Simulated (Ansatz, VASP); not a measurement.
# Cross-check of C between VASP and Ansatz, part 2 of 2

One calculation is typed for both programs; each brings its own data sets. How far apart do they land? Of the first pair: The structure shown is frame 65 of Ansatz's trajectory.

VASP 6.6.1 and Ansatz 0.2.0.

So far. Step 3 (VASP: single point, RPBE, pair 1): The run ends at a pressure of -15.99 GPa, with forces up to 7.0 eV/Å.

### Step 6. VASP: single point, RPBE, pair 2

Level of this step: RPBE; plane waves and PAW (C) (VASP).

The same cell, functional, mesh and smearing now go to VASP, with its own data sets.

File INCAR:

```
SYSTEM = C
PREC = Accurate
ENCUT = 520
EDIFF = 1E-06
NELM = 120
ISMEAR = -1
SIGMA = 0.05
LREAL = Auto
ALGO = Normal
GGA = RP
NBANDS = 272
LORBIT = 11
LWAVE = .FALSE.
LCHARG = .FALSE.
ISIF = 2
LASPH = .TRUE.
GGA_COMPAT = .FALSE.
NCORE = 2
```

File POSCAR:

```
C
1.0
   10.4695000000      0.0000000000      0.0000000000
    0.0000000000     10.4695000000      0.0000000000
    0.0000000000      0.0000000000     10.4695000000
C
100
Direct
    0.7276565261      0.1084961077      0.4698218635
    0.4906729070      0.4701275133      0.2138688572
    0.5858445962      0.6304694589      0.9286403362
    0.9724246621      0.0161994365      0.4801375424
    0.1659200535      0.0325134916      0.2941496729
    0.9248006113      0.3658818473      0.4565452027
    0.6271359664      0.7498065810      0.8596303548
    0.2299441234      0.7457280672      0.6531161947
    0.3824346912      0.1143130044      0.6853526912
    0.9630927934      0.8399254979      0.8243660156
    0.2521419361      0.3742967668      0.1662830126
    0.2568413009      0.4816466880      0.5459477530
    0.2106881895      0.7783084197      0.4141649553
    0.9147332728      0.6899374373      0.4843688810
    0.6474425713      0.2419790821      0.6602225512
    0.2748746358      0.8108028082      0.5348297435
    0.4472992980      0.6367352787      0.9276183199
    0.1190792301      0.2843784326      0.7820621806
    0.3231577439      0.5725870385      0.3471416973
    0.1368069153      0.0003247529      0.1517455466
    0.1474855533      0.1029084483      0.0747409141
    0.6647595396      0.2238693347      0.5344094751
    0.3857204260      0.0079850996      0.4238788863
    0.6502507283      0.4296862314      0.3653374087
    0.1092506805      0.3585653565      0.0996131620
    0.7441329576      0.5535794451      0.5834185014
    0.9365490234      0.3677157457      0.9457853766
    0.8607765414      0.5627775921      0.4874731363
    0.3982902717      0.4792779025      0.1034624385
    0.5153827785      0.7737618797      0.7577057166
[... 64 atom lines left out ...]
    0.2652562204      0.7509336645      0.7912412245
    0.1077701896      0.6681598930      0.6164764315
    0.8002196858      0.3197382874      0.9459190983
    0.6373274750      0.9663116672      0.7918620756
    0.5699794642      0.5487559100      0.4174888963
    0.2483786236      0.2710540140      0.8180333349
```

File KPOINTS:

```
Automatic mesh
0
Gamma
1 1 1
0 0 0
```

Potentials, in the order of the species: C (PBE family, release 64).

Launch:

```console
> mpirun -np 8 vasp_gam
```

Numbers of over 12 decimals in the logs are rounded to 6 here.

The program printed:

```text
[banner, memory and clock lines left out]
running    8 mpi-ranks, on    1 nodes
[...]
[... a notice as in an earlier step ...]

 LDA part: xc-table for (Slater+PW92), standard interpolation
 POSCAR, INCAR and KPOINTS ok, starting setup
[...]
entering main loop
       N       E                     dE             d eps       ncg     rms          rms(c)
DAV:   1     0.286219207076E+04    0.28622E+04   -0.22271E+05   552   0.142E+03
DAV:   2    -0.518980594215E+03   -0.33812E+04   -0.31930E+04   696   0.321E+02
DAV:   3    -0.809572455237E+03   -0.29059E+03   -0.28137E+03   656   0.935E+01
DAV:   4    -0.819710873334E+03   -0.10138E+02   -0.10037E+02   688   0.186E+01
[...]
DAV:  19    -0.780965560343E+03    0.40291E-04   -0.25369E-05   568   0.871E-03    0.291E-03
DAV:  20    -0.780965553814E+03    0.65287E-05   -0.54156E-06   520   0.391E-03    0.147E-03
DAV:  21    -0.780965553316E+03    0.49811E-06   -0.66849E-07   424   0.168E-03
   1 F= -.78096555E+03 E0= -.78090107E+03  d E =-.128963E+00
```

From OUTCAR (step 6):

```text
  FREE ENERGIE OF THE ION-ELECTRON SYSTEM (eV)
  ---------------------------------------------------
  free  energy   TOTEN  =      -780.9655533163 eV

  energy  without entropy=     -780.8365901563  energy(sigma->0) =     -780.90107174
```

The run ends at a pressure of -14.32 GPa, with forces up to 6.8 eV/Å.

### Step 7. Differences

Forces on 8 of the 100 atoms, those with the largest forces and the largest differences (eV/Å; atoms numbered as in POSCAR):

```tsv
atom	Ansatz x, y, z	VASP x, y, z
C13	-1.205, -1.970, -3.597	-1.187, -1.970, -3.579
C25	5.065, -3.767, 0.676	5.110, -3.797, 0.694
C46	-1.638, 4.549, -4.641	-1.682, 4.593, -4.680
C58	3.228, -3.364, -4.153	3.218, -3.366, -4.153
C61	-1.410, -0.946, 0.372	-1.470, -0.934, 0.388
C71	2.716, 3.425, 0.852	2.684, 3.431, 0.872
C74	-0.935, 3.739, -2.974	-0.984, 3.752, -2.993
C79	2.721, -2.154, 2.861	2.754, -2.182, 2.905
```

The forces differ by 20 meV/Å r.m.s., which is 1.4 % of the r.m.s. force of 1.440 eV/Å (both taken over all components).

### Step 8. Ansatz: dynamics, RPBE

One frame of this run of dynamics is then solved in both programs, so the motion causes no difference.

The structure compared here is frame 196 of Ansatz's trajectory.

File input.yaml:

```yaml
crystal:
  lattice:
    - [10.4695, 0.0, 0.0]
    - [0.0, 10.4695, 0.0]
    - [0.0, 0.0, 10.4695]
  atoms:
    - { symbol: C, position: [0.72688, 0.10834, 0.46692] }
    - { symbol: C, position: [0.49245, 0.51328, 0.20181] }
    - { symbol: C, position: [0.5828, 0.62756, 0.89728] }
    - { symbol: C, position: [0.9649, 0.01295, 0.48] }
    - { symbol: C, position: [0.14983, 0.01582, 0.28563] }
    - { symbol: C, position: [0.94179, 0.38805, 0.45855] }
    - { symbol: C, position: [0.6352, 0.7399, 0.8358] }
    - { symbol: C, position: [0.21187, 0.73784, 0.65302] }
    - { symbol: C, position: [0.38372, 0.12124, 0.70647] }
    - { symbol: C, position: [0.98894, 0.84202, 0.83654] }
    - { symbol: C, position: [0.22101, 0.37096, 0.20205] }
    - { symbol: C, position: [0.24989, 0.47048, 0.54748] }
    - { symbol: C, position: [0.20174, 0.7796, 0.41009] }
    - { symbol: C, position: [0.9164, 0.6991, 0.49072] }
    - { symbol: C, position: [0.64765, 0.24545, 0.6539] }
    - { symbol: C, position: [0.26462, 0.81419, 0.54112] }
    - { symbol: C, position: [0.44238, 0.63153, 0.91429] }
    - { symbol: C, position: [0.11325, 0.30418, 0.79532] }
    - { symbol: C, position: [0.32461, 0.5765, 0.3564] }
    - { symbol: C, position: [0.12626, 0.99557, 0.1422] }
    - { symbol: C, position: [0.16602, 0.10355, 0.06802] }
    - { symbol: C, position: [0.6615, 0.2221, 0.51975] }
    - { symbol: C, position: [0.36721, 0.00903, 0.43367] }
    - { symbol: C, position: [0.60165, 0.41001, 0.37083] }
    - { symbol: C, position: [0.1076, 0.32471, 0.12845] }
    - { symbol: C, position: [0.73307, 0.55953, 0.57242] }
    - { symbol: C, position: [0.93434, 0.36868, 0.95218] }
    - { symbol: C, position: [0.83452, 0.58412, 0.47874] }
    - { symbol: C, position: [0.3939, 0.50046, 0.10394] }
    - { symbol: C, position: [0.57046, 0.78616, 0.71694] }
[... 64 atom lines left out ...]
    - { symbol: C, position: [0.25599, 0.7253, 0.79] }
    - { symbol: C, position: [0.10618, 0.6552, 0.6241] }
    - { symbol: C, position: [0.80146, 0.33487, 0.94856] }
    - { symbol: C, position: [0.62831, 0.032, 0.75548] }
    - { symbol: C, position: [0.54992, 0.53003, 0.42772] }
    - { symbol: C, position: [0.25702, 0.30576, 0.83622] }
kpoints:
  mp_grid: { grid: [1, 1, 1] }
hamiltonian:
  xc: rpbe
scf:
  occupations: { method: fermi_dirac, width: 0.05 }
output:
  forces: true
  stress: true
md:
  timestep: 1.0
  n_steps: 196
  ensemble: nve
  temperature: 300
  initial_velocities: maxwell_boltzmann
  seed: 3486
```

Launch:

```console
> ansatz run input.yaml --threads 4 --pin off --max-ram 8192MiB --backend cpu --events-out ev --progress --plain --runs-dir out
```

The program printed:

```text
[...]
Crystal: 100 atoms, lattice volume = 1147.566 Å³
Basis set: ecut = 420 eV, 22575 PW (Γ), exchange–correlation on 144×144×144 points (8 copies of the dense FFT grid, shifted against one another)
Bands: 300, of which v1, the nominal top of the filled ones, is band 200 counted from 1 (199 counted from 0)
Symmetry: 1 space group operations
k-points: 1
[...]
atom 100  C      0.72711096     0.96558617    -0.07328990
  max |Σ_I F_I| component: 2.30e-5 eV/Å
--- Stress (GPa, compression-positive) ---
      -12.184659      -2.685895      -3.444773
       -2.685895     -10.519642       0.858744
       -3.444774       0.858744     -11.694548
  P = ⅓ Tr σ = -11.4663 GPa (-114.663 kbar)
--- MD trajectory: 196 steps, t = 0.0 → 196.0 fs ---
[...]
conserved energy: peak-to-peak 4.684e-2 eV (4.684e-4 eV/atom) over 196.0 fs
[key lines of the parts left out:]
SCF converged after 11 iterations
Free energy (F): -25127.004627 eV
Fermi energy:    4.369167 eV
```

### Step 9. VASP: single point, RPBE, pair 3

The same cell, functional, mesh and smearing now go to VASP, with its own data sets.

INCAR is that of step 6.

File POSCAR:

```
C
1.0
   10.4695000000      0.0000000000      0.0000000000
    0.0000000000     10.4695000000      0.0000000000
    0.0000000000      0.0000000000     10.4695000000
C
100
Direct
    0.7367305029      0.1178184249      0.4877787860
    0.4882468122      0.5066431062      0.2200105067
    0.5972396007      0.6183198816      0.9072639572
    0.9686900043      0.0209752137      0.4755718993
    0.1664931468      0.0545011701      0.3587181814
    0.9118391518      0.3823773819      0.4470987153
    0.6508811309      0.7451836286      0.8298772625
    0.2210707293      0.7538850948      0.6592100864
    0.3969817088      0.1115526052      0.7154687425
    0.9781938010      0.8492478151      0.8294378910
    0.2660203448      0.3919862458      0.1786236210
    0.2492955729      0.4758106882      0.5483833994
    0.2031806677      0.7843354506      0.4240508143
    0.9107311715      0.7015521276      0.4866517026
    0.6220354363      0.2239361956      0.6776063804
    0.2603562730      0.8343473900      0.5515640671
    0.4575481160      0.6368881035      0.9116003630
    0.1129757868      0.2913415158      0.7813171594
    0.3190601270      0.5735039878      0.3820144228
    0.0777687569      0.9908591623      0.0713883184
    0.1129662353      0.1090883041      0.0632694971
    0.6489612684      0.2203925689      0.5509145613
    0.3802378337      0.0149768375      0.4438607383
    0.6586369932      0.4371842017      0.3611251731
    0.1319451741      0.3516404795      0.1061941831
    0.7497015139      0.5470939395      0.5991594632
    0.9395577630      0.3614117198      0.9342948565
    0.8481016285      0.5717465017      0.4941878791
    0.4038874827      0.4987344190      0.1058121209
    0.5397487941      0.7780791824      0.7294617699
[... 64 atom lines left out ...]
    0.2697645542      0.7463775729      0.7917379053
    0.1090787526      0.6646258179      0.6252543101
    0.7991021539      0.3203782416      0.9360332394
    0.6561153828      0.9836763933      0.7730073069
    0.5710301352      0.5314293901      0.4367161756
    0.2359329481      0.2707292612      0.8397535699
```

KPOINTS is that of step 6.

Launch:

```console
> mpirun -np 8 vasp_gam
```

The program printed:

```text
[... set-up lines as in an earlier step ...]
 entering main loop
       N       E                     dE             d eps       ncg     rms          rms(c)
DAV:   1     0.291332281064E+04    0.29133E+04   -0.22278E+05   544   0.142E+03
DAV:   2    -0.512639558211E+03   -0.34260E+04   -0.32387E+04   680   0.325E+02
DAV:   3    -0.814483631131E+03   -0.30184E+03   -0.29115E+03   656   0.948E+01
DAV:   4    -0.825597911637E+03   -0.11114E+02   -0.10982E+02   688   0.192E+01
[...]
DAV:  20    -0.783821486801E+03    0.70040E-04   -0.43598E-05   576   0.123E-02    0.422E-03
DAV:  21    -0.783821479945E+03    0.68565E-05   -0.62240E-06   520   0.457E-03    0.224E-03
DAV:  22    -0.783821479308E+03    0.63646E-06   -0.14415E-06   424   0.260E-03
   1 F= -.78382148E+03 E0= -.78373134E+03  d E =-.180279E+00
```

OUTCAR, selected parts (step 9):

```text
  FREE ENERGIE OF THE ION-ELECTRON SYSTEM (eV)
  ---------------------------------------------------
  free  energy   TOTEN  =      -783.8214793084 eV

  energy  without entropy=     -783.6411999517  energy(sigma->0) =     -783.73133963
```

The run ends at a pressure of -11.30 GPa, with forces up to 6.6 eV/Å.

### Step 10. Side by side

Forces on 9 of the 100 atoms, those with the largest forces and the largest differences (eV/Å; atoms numbered as in POSCAR):

```tsv
atom	Ansatz x, y, z	VASP x, y, z
C19	2.882, -3.423, -0.025	2.920, -3.433, -0.027
C26	-2.153, 2.292, -4.879	-2.186, 2.325, -4.911
C39	-2.495, 2.759, 2.986	-2.492, 2.753, 2.969
C41	-3.266, 2.793, -0.780	-3.296, 2.799, -0.745
C42	1.790, 1.645, -0.317	1.823, 1.726, -0.281
C58	2.034, -4.766, -3.194	2.024, -4.761, -3.193
C69	-0.333, -0.028, -0.779	-0.357, -0.095, -0.771
C84	-1.640, 5.286, 1.078	-1.652, 5.299, 1.062
C87	-2.615, -5.836, -1.038	-2.660, -5.927, -1.081
```

The forces differ by 20 meV/Å r.m.s., which is 1.3 % of the r.m.s. force of 1.461 eV/Å (both taken over all components).

### Step 11. Results

- r.m.s. force difference (single point, RPBE, pair 1): 1.4 % of the r.m.s. force
- r.m.s. force difference (single point, RPBE, pair 2): 1.4 % of the r.m.s. force
- r.m.s. force difference (single point, RPBE, pair 3): 1.3 % of the r.m.s. force

What this shows: The r.m.s. force difference is 1.4 % of the r.m.s. force (single point, RPBE, pair 1), within the 3 % picked in this series as the mark of a large difference. How closely two codes agree says nothing of how well the functional describes the real material.

[Lines on the potential files, build, host, timing and source positions are cut from VASP's logs without a mark.]

[Logs are printed without paths, hosts, clocks, repeated set-up lines and the standing remarks that a program may print on its own settings, such as how far it seeks lower states.]

[Hosts, paths, dates, database ids (printed as entryN), source tags and the programs' standing remarks are cut or masked in the printed files.]
